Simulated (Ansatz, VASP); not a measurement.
# Al (Al(111) film of 2 layers): VASP beside Ansatz

One calculation is typed for both programs; each brings its own data sets. How far apart do they land? The cell is taken from a series of runs on this material, whose earlier steps may have relaxed, scaled, displaced or heated it; both programs get it as it stands.

Main program and level: Ansatz 0.2.0; plane waves, with VASP 6.6.1 beside it; zone-centre phonons at PBEsol.

## (1) Set-up

The cell holds 2 atoms: 2 Al. Cell: a = 2.738 Å, b = 2.738 Å, c = 28.477 Å, α = 90.0°, β = 90.0°, γ = 120.0°. It derives from Al. Vacuum lies along c.

## (2) Ansatz: zone-centre phonons, PBEsol

Ansatz runs on its default PAW (the set named soft_2) files.

Second derivatives magnify differences that forces hide, and they need a tight electronic threshold.

Contents of input.yaml:

```yaml
crystal:
  lattice:
    - [2.7382872163, 0.0, 0.0]
    - [-1.3691436081, 2.3714262921, 0.0]
    - [0.0, 0.0, 28.4765377806]
  atoms:
    - { symbol: Al, position: [0.0, 0.0, 0.1915143425] }
    - { symbol: Al, position: [0.3333333333, 0.6666666667, 0.2768807308] }
  periodic: [true, true, false]
kpoints:
  mp_grid: { grid: [6, 6, 1] }
hamiltonian:
  xc: pbesol
scf:
  occupations: { method: methfessel_paxton, width: 0.2 }
output:
  eigenvalues: true
phonons:
  method: dfpt
  qmesh: [2, 2, 1]
  temperatures: { t_max: 1000, t_step: 50 }
  qpath:
    path:
      - [0.0, 0.0, 0.0]
      - [0.5, 0.0, 0.0]
      - [0.33333333, 0.33333333, 0.0]
      - [0.0, 0.0, 0.0]
    npoints: 10
  electrical_resistivity:
    mesh: [12, 12, 1]
    temperatures: [20.0, 50.0, 77.0, 100.0, 150.0, 200.0, 300.0, 400.0, 600.0, 800.0]
  electron_occupations: "off"
```

Command:

```console
> ansatz run input.yaml --threads 4 --pin off --max-ram 16384MiB --backend cpu --events-out ev --progress --plain --runs-dir out
```

Numbers of over 12 decimals in the logs are rounded to 6 here.

The program printed:

```text
Warning: crystal.symmetry: narrowed to the stabiliser of the run's FFT grids — unitary ops 12 → 6. A phonons.method: dfpt run fills in the rows of the dynamical matrix that it does not solve by its symmetry operations, which is exact only for operations that map its FFT grids onto themselves: filled in by any other, the frequencies could depend on the order in which like atoms are typed, or, by more than the grids' own error, on where the crystal sits among the grids' points. Excluded: 6 operations. The run can therefore solve more perturbations, solve them on more k-points, or both, and cost more. [rest of the remark cut]
Engine: ansatz 0.2.0, aarch64-unknown-linux-gnu
Pseudopotentials: kind: paw
Pseudopotential: Al, paw, valence charge 3, recommended cutoff 420 eV (normal), Al.paw.azcp
Functional definition: PBEsol
  exchange = pbesol_x
  correlation = pbesol_c
Crystal: 2 atoms, lattice volume = 184.917 Å³
Basis set: ecut = 420 eV, 3641 PW (Γ), exchange–correlation on 40×40×384 points (8 copies of the dense FFT grid, shifted against one another)
Bands: 7, of which v1, the nominal top of the filled ones, is band 3 counted from 1 (2 counted from 0)
Symmetry: 12 space group operations
k-points: 7 of 36 (irreducible under 6 space group operations, time reversal used)
Non-local potential: Al, projectors of the file, l = 0: 2, l = 1: 2, l = 2: 1
PAW form: soft (Blöchl's): semilocal exchange-correlation on the pseudo side does not see the compensation charge
PAW frozen core: Al, regenerated for the run's functional, and the local potential with it (the file was generated under x = pbe(κ = 0.804, μ = 0.219515), c = pbe(β = 0.066725))
PAW one-centre angular grid: Al, 110 points (default); XC on 64 Gauss nodes
Initial density: superposition of atomic densities (neutral atoms: chi_scale 0, normalization atom), corrected by the library's trained network
Initial wavefunctions: pseudopotential atomic-orbital guess
Functional: x = pbesol(κ = 0.804, μ = 0.123457), c = pbesol(β = 0.046)
SCF iter   1: F=—  HF=-1048.476461 eV  |F-HF|=—  |Δ(HF+E_count)|=         —  Δρ=9.34e-4  dr2=4.69e-3  ethr=1.77e-3  ⟨swp⟩=9.9  Hψ=618  notcnv=0
preconditioner: auto → LDOS  [insulator: Δε(μ)=0.422 eV  Ē_g=7.651 eV  σ=0.200 eV  W_gap=0.51  n_scr=12 (ndim 8)  ℏωp=6.7 eV  f_vac=0.700  D(μ)=1.39/eV (n_scr^D=10)  ε∞_Penn≈1.8  β→1.0]
SCF iter   2: F=—  HF=-1048.477953 eV  |F-HF|=—  |Δ(HF+E_count)|=   1.49e-3  S|Δr|=    0.00e0  Δρ=3.92e-4  dr2=4.06e-4  ethr=7.81e-5  ⟨swp⟩=2.6  Hψ=146  notcnv=0
SCF iter   3: F=—  HF=-1048.478043 eV  |F-HF|=—  |Δ(HF+E_count)|=   8.97e-5  S|Δr|=    0.00e0  Δρ=9.18e-5  dr2=1.04e-4  ethr=6.76e-6  ⟨swp⟩=3.0  Hψ=89  notcnv=0
SCF iter   4: F=—  HF=-1048.478020 eV  |F-HF|=—  |Δ(HF+E_count)|=   2.26e-5  S|Δr|=    0.00e0  Δρ=3.92e-5  dr2=9.38e-6  ethr=1.73e-6  ⟨swp⟩=2.3  Hψ=66  notcnv=0
[...]
E_ewald      = 1280.962405
  E_core_change = 0.038278  (= ΣΔE_core)
  E_smearing   = -0.008907  (= −TS)
  E_closure    = -0.000000  (closes the sum)
  Σ components = -1048.478045   (vs F -1048.478045, Δ=0.00e0)
--- Band table (eV; the first three rows and the last of 7) ---
  k-point 0: bands = ["-14.3196", "-11.4868", "-7.1124", "-2.8829", "-0.5534 (-0.5576°)", "0.1242", "0.6808"]
  k-point 1: bands = ["-13.5945", "-10.7660", "-6.4220", "-2.1969", "0.1672 (0.1635°)", "0.8545", "1.4044"]
  k-point 2: bands = ["-11.4452", "-8.6479", "-4.3710", "-3.0752", "-0.5571", "0.1466", "2.3860"]
  k-point 6: bands = ["-6.0274", "-5.9507", "-5.9507", "-3.6780", "-2.3873", "-2.3873", "0.8509"]
  ° read free of the cell's end (the report's vacuum.weakly_bound_levels)
--- Phonons (Γ-DFPT): 4 representative perturbations + reference (Σ response iterations 15) ---
  ASR residual: 5.447e-5 → 0.000e0 eV/Å²; symmetrization residual: 4.445e-8 eV/Å²
  The last average, over the group as it would stand without the narrowing to the FFT grids, took up to 1.776e-15 eV/Å² of the zone centre's force constants
  ASR residual per site (eV/Å²): 5.45e-5 3.13e-5
  Γ frequencies (cm⁻¹): 0.00 0.00 0.00 84.90 84.90 286.08
--- Phonons (arbitrary-q DFPT): 2 irreducible q on the 2×2×1 mesh ---
  q = [0.0000, 0.0000, 0.0000] (star 1, of the zone-centre solve; hermiticity 2.19e-8, symmetrization 5.39e-13, taken by the last average 4.38e-16): -0.00 0.00 0.00 84.90 84.90 286.08
  q = [0.0000, -0.5000, 0.0000] (star 3, 6 solved perturbations on 13 of 36 k-point pairs; hermiticity 1.41e-8, symmetrization 1.33e-9, taken by the last average 3.59e-8): 132.26 176.07 191.87 216.16 366.66 371.98
  sum rule: each row above includes the acoustic sum rule's correction from the zone centre's row sums; it moved no ω² by more than (0.74 cm⁻¹)²
  mesh force constants: q→R imaginary residual 6.46e-18; ASR residual 5.447e-5 → 0.000e0 eV/Å²; symmetrization residual 6.217e-15 eV/Å²
  interpolated dispersion: 31 rows × 6 modes
  density of states and harmonic sums: on the 26×26×1 q-mesh, interpolated from the force constants of a 2×2×1 supercell (no non-analytic term)
  largest difference from the sums on the solved wave vectors: F 1.18e-1 eV, S 1.82e-4 and C_V 6.42e-5 eV/K
[...]
6×6×1                     0.2567              3.8582    0.2928    0.2396          17.734
          3×3×1                     0.2636              3.8852    0.2472    0.1882          23.051
  resistivity on the deck's mesh, µΩ·cm:
     T (K)       trace/2  mesh converged            xx            yy            zz    lowest order   relaxation time
     20.00     1.0679e-1              no     1.0679e-1     1.0679e-1      0.0000e0       1.4987e-1         1.9192e-1
     50.00     9.6670e-1              no     9.6670e-1     9.6670e-1      0.0000e0        1.1414e0          1.5631e0
     77.00      2.3233e0             yes      2.3233e0      2.3233e0      0.0000e0        2.6065e0          3.5789e0
    100.00      3.7765e0             yes      3.7765e0      3.7765e0      0.0000e0        4.1225e0          5.7205e0
    150.00      7.3514e0             yes      7.3514e0      7.3514e0      0.0000e0        7.7496e0          1.0964e1
    200.00      1.1037e1              no      1.1037e1      1.1037e1      0.0000e0        1.1448e1          1.6342e1
    300.00      1.8224e1              no      1.8224e1      1.8224e1      0.0000e0        1.8693e1          2.6797e1
    400.00      2.5215e1              no      2.5215e1      2.5215e1      0.0000e0        2.5805e1          3.6949e1
    600.00      3.9146e1              no      3.9146e1      3.9146e1      0.0000e0        4.0174e1          5.7055e1
    800.00      5.3368e1              no      5.3368e1      5.3368e1      0.0000e0        5.5102e1          7.7312e1
  sheet resistance at 20 K: 0.3750 Ω
  mean free path at 20 K (of a tensor half of its trace): 3274 nm by what each carries, 2632 by the Fermi surface alone
  Hall coefficient in a weak field at 20 K (along the normal): 2.308e-10 m³/C (how far it moves between the two finest meshes is not known); by each state's relaxation time: 6.820e-10 m³/C; by a constant relaxation time: 4.737e-11 m³/C
  sheet resistance at 50 K: 3.395 Ω
  mean free path at 50 K (of a tensor half of its trace): 342 nm by what each carries, 291 by the Fermi surface alone
  Hall coefficient in a weak field at 50 K (along the normal): 7.976e-11 m³/C (how far it moves between the two finest meshes is not known); by each state's relaxation time: 4.599e-10 m³/C; by a constant relaxation time: 4.406e-11 m³/C
  sheet resistance at 77 K: 8.159 Ω
  mean free path at 77 K (of a tensor half of its trace): 138 nm by what each carries, 121 by the Fermi surface alone
  Hall coefficient in a weak field at 77 K (along the normal): 3.299e-11 m³/C (how far it moves between the two finest meshes is not known); by each state's relaxation time: 2.725e-10 m³/C; by a constant relaxation time: 4.166e-11 m³/C
  sheet resistance at 100 K: 13.26 Ω
  mean free path at 100 K (of a tensor half of its trace): 83.1 nm by what each carries, 74.4 by the Fermi surface alone
  Hall coefficient in a weak field at 100 K (along the normal): 1.452e-11 m³/C (how far it moves between the two finest meshes is not known); by each state's relaxation time: 1.956e-10 m³/C; by a constant relaxation time: 3.974e-11 m³/C
  sheet resistance at 150 K: 25.82 Ω
  mean free path at 150 K (of a tensor half of its trace): 41.8 nm by what each carries, 38.2 by the Fermi surface alone
  Hall coefficient in a weak field at 150 K (along the normal): 1.463e-12 m³/C (how far it moves between the two finest meshes is not known); by each state's relaxation time: 1.230e-10 m³/C; by a constant relaxation time: 3.597e-11 m³/C
  sheet resistance at 200 K: 38.76 Ω
  mean free path at 200 K (of a tensor half of its trace): 27.6 nm by what each carries, 25.5 by the Fermi surface alone
  Hall coefficient in a weak field at 200 K (along the normal): -2.829e-12 m³/C (how far it moves between the two finest meshes is not known); by each state's relaxation time: 9.510e-11 m³/C; by a constant relaxation time: 3.315e-11 m³/C
  sheet resistance at 300 K: 64.00 Ω
  mean free path at 300 K (of a tensor half of its trace): 16.5 nm by what each carries, 15.4 by the Fermi surface alone
  Hall coefficient in a weak field at 300 K (along the normal): -7.074e-12 m³/C (how far it moves between the two finest meshes is not known); by each state's relaxation time: 7.570e-11 m³/C; by a constant relaxation time: 3.052e-11 m³/C
  sheet resistance at 400 K: 88.55 Ω
  mean free path at 400 K (of a tensor half of its trace): 11.9 nm by what each carries, 11.1 by the Fermi surface alone
  Hall coefficient in a weak field at 400 K (along the normal): -8.538e-12 m³/C (how far it moves between the two finest meshes is not known); by each state's relaxation time: 7.072e-11 m³/C; by a constant relaxation time: 3.057e-11 m³/C
  sheet resistance at 600 K: 137.5 Ω
  mean free path at 600 K (of a tensor half of its trace): 7.65 nm by what each carries, 7.18 by the Fermi surface alone
  Hall coefficient in a weak field at 600 K (along the normal): -7.412e-12 m³/C (how far it moves between the two finest meshes is not known); by each state's relaxation time: 7.106e-11 m³/C; by a constant relaxation time: 3.498e-11 m³/C
  sheet resistance at 800 K: 187.4 Ω
  mean free path at 800 K (of a tensor half of its trace): 5.59 nm by what each carries, 5.27 by the Fermi surface alone
  Hall coefficient in a weak field at 800 K (along the normal): -4.311e-12 m³/C (how far it moves between the two finest meshes is not known); by each state's relaxation time: 7.518e-11 m³/C; by a constant relaxation time: 4.312e-11 m³/C
  the resistivity times a path that all electrons share, by the Fermi surface of the deck's mesh alone (half of the trace): 2.811e-15 Ω·m²
  not converged in the mesh (λ; λ_tr; the resistivity at 20 K by 21.17 %; the resistivity at 50 K by 3.25 %; the resistivity at 200 K by 2.54 %; the resistivity at 300 K by 3.08 %; the resistivity at 400 K by 3.50 %; the resistivity at 600 K by 4.71 %; the resistivity at 800 K by 6.09 %): between neighbouring meshes, the two finest first, λ moves by 42.39 % and 15.59 %, λ_tr by 31.77 % and 21.47 % and the resistivity by up to 21.17 % and 93.39 %; an estimate, no bound, puts it up to 7.7e-7 % above the Boltzmann equation's exact value after up to 9 iterations (at most 30 are made, fewer where the estimate is under 1.0e-6 % of each spin channel's own resistivity)
  vibrations of 4 cells: unjudged by the run; compare a larger repeat
  the changes of the potential over all sites missed a rigid shift's by 0.96 % (the site terms' by 0.02 %)
  between the force constants' wavevectors the phonons are obtained by Fourier interpolation alone: phonons.electron_occupations is off
```

Reading the cycles: dr2 is the Hartree energy of the density residual (eV), the measure of convergence; HF is the Harris–Foulkes estimate of the energy, which meets the free energy F at convergence.

[end of part 1 of 2]

[Lines on the potential files, build, host, timing and source positions are cut from VASP's logs without a mark.]

[Logs are printed without paths, hosts, clocks, repeated set-up lines and the standing remarks that a program may print on its own settings, such as how far it seeks lower states.]

[Hosts, paths, dates, database ids (printed as entryN), source tags and the programs' standing remarks are cut or masked in the printed files.]
